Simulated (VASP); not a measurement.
Input:

```
CELL_PARAMETERS angstrom
     -2.79486     2.79486     5.08607
      2.79486    -2.79486     5.08607
      2.79486     2.79486    -5.08607
ATOMIC_POSITIONS crystal
  Al 0.75000 0.25000 0.50000
  Al 0.50000 0.50000 0.00000
  Cd 0.00000 0.00000 0.00000
  S  0.60110 0.14559 0.01519
  S  0.85441 0.86960 0.45551
  S  0.13040 0.58591 0.98481
  S  0.41409 0.39890 0.54449
```

These are PBEsol GGA, VASP's PBE PAW potentials (set 64) (plane waves; VASP) values and carry that method's errors. Settings: 300 eV cut-off, 6×6×6 Γ-centred mesh, Gaussian smearing of 0.010 eV, potentials Al Cd S.

At this cut-off the stress carries a Pulay error, which pulls relaxed volumes low. Energy and stress use the plane-wave basis of the starting cell.

Question: The ions, cell shape and volume are relaxed. Give the cell that the relaxation ends in.

Answer: 
```
CELL_PARAMETERS angstrom
     -2.76117     2.76117     5.06097
      2.76117    -2.76117     5.06097
      2.76117     2.76117    -5.06097
ATOMIC_POSITIONS crystal
  Al 0.75000 0.25000 0.50000
  Al 0.50000 0.50000 0.00000
  Cd 0.00000 0.00000 0.00000
  S  0.59453 0.13536 0.00305
  S  0.86464 0.86768 0.45916
  S  0.13232 0.59148 0.99695
  S  0.40852 0.40547 0.54084
```
Space group I-4 (82), at a tolerance of 0.03 Å.

Question: How do energy and volume change from the first to the last step?

Answer: The energy (σ→0) changes by -3.6 meV/atom and the volume by -2.9 %, in 11 ionic steps.

The structure comes from a computed database's Al2CdS4 entry (I-4); how it stands against other phases isn't given here. This run relaxes it. Symmetry was kept, so distortions that lower it aren't found. The run is one of a series of settings (EDIFFG = -0.01, IBRION = 2, ISIF = 3, NSW = 50 against the base run), some of them coarse on purpose.
